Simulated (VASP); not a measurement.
All values below come from PBE GGA, VASP's PBE PAW potentials (set 64) (plane waves; VASP).

Input for VASP

File POSCAR:
```
Al16H
1
    5.7074358799     0.0000000000     0.0000000000
    2.8537174417     4.9427846699     0.0000000000
    0.0000000000     0.0000000000    20.9409509579
Al H
16 1
Direct
  0.0000000000   0.0000000000   0.3330980000
  0.5000000000   0.0000000000   0.3330980000
  0.0000000000   0.5000000000   0.3330980000
  0.5000000000   0.5000000000   0.3330980000
  0.1666670000   0.1666670000   0.4443660000
  0.6666670000   0.1666670000   0.4443660000
  0.1666670000   0.6666670000   0.4443660000
  0.6666670000   0.6666670000   0.4443660000
 -0.1666670000   0.3333330000   0.5556340000
  0.3333330000   0.3333330000   0.5556340000
 -0.1666670000   0.8333330000   0.5556340000
  0.3333330000   0.8333330000   0.5556340000
  0.0000000000   0.0000000000   0.6669020000
  0.5000000000   0.0000000000   0.6669020000
  0.0000000000   0.5000000000   0.6669020000
  0.5000000000   0.5000000000   0.6669020000
  0.1666670000   0.1666670000   0.7102990000
```

### INCAR
```
LDIPOL = .TRUE.
NELM = 100   ! most electronic steps
LCHARG = .FALSE.
LWAVE = .TRUE.
ALGO = Normal   ! blocked Davidson
LASPH = .TRUE.   ! aspherical one-centre terms
SYSTEM = Al16H
NELMIN = 4
LREAL = .FALSE.   ! projection in real space or not
EDIFFG = -0.03   ! ionic stop
PREC = Normal
ISIF = 2
SIGMA = 0.1   ! width (eV)
ISMEAR = 1
ENCUT = 400   ! plane-wave cut-off (eV)
IDIPOL = 3
NSW = 50
EDIFF = 1E-5   ! SCF stop (eV)
DIPOL = 0.5 0.5 0.5
IBRION = 2
GGA = PE   ! PBE
```

File KPOINTS:
```
Automatic mesh
0
Gamma
5 5 1
0 0 0
```

POTCAR, in this order: Al H (PBE.64 set). Program: vasp_std.

Task: What does the run give for the energy per atom (σ→0), band gap (on the k-mesh)?

Result: 
energy per atom (σ→0): -3.541 eV/atom
band gap (on the k-mesh): none (metal, semimetal or under 0.01 eV)

File OSZICAR:
```
...
  11 F= -.60194679E+02 E0= -.60196681E+02  d E =-.322094E-02
       N       E                     dE             d eps       ncg     rms          rms(c)
DAV:   1    -0.601950198677E+02   -0.33378E-03   -0.14818E-02   331   0.566E-01    0.313E-02
DAV:   2    -0.601950571924E+02   -0.37325E-04   -0.76747E-04   444   0.126E-01    0.165E-02
DAV:   3    -0.601950690258E+02   -0.11833E-04   -0.93567E-05   369   0.518E-02    0.150E-02
DAV:   4    -0.601950552633E+02    0.13762E-04   -0.88465E-05   304   0.468E-02    0.106E-02
DAV:   5    -0.601950538199E+02    0.14434E-05   -0.17297E-05   290   0.220E-02
  12 F= -.60195054E+02 E0= -.60197059E+02  d E =-.374337E-03
```

The cell is a thin slab with vacuum, built from Al (fcc): (111) face, H adsorbed.
